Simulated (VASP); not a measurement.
Level of theory: PBEsol GGA, VASP's PBE PAW potentials (set 64) (plane waves; VASP 6.6.1).

Gaps are without spin-orbit coupling.

The volume per atom is 29.37 Å^3/atom and the band gap (over mesh and band path) is 0.38 eV. The smallest direct gap (over mesh and band path) comes out as 0.38 eV.

Question: Which relaxed crystal gives these values?
(A) BN, P6_3mc (186)
(B) KCl, Fm-3m (225)
(C) NaI, Fm-3m (225)
(D) InSe, R3m (160)

Answer: D, InSe, R3m (160)
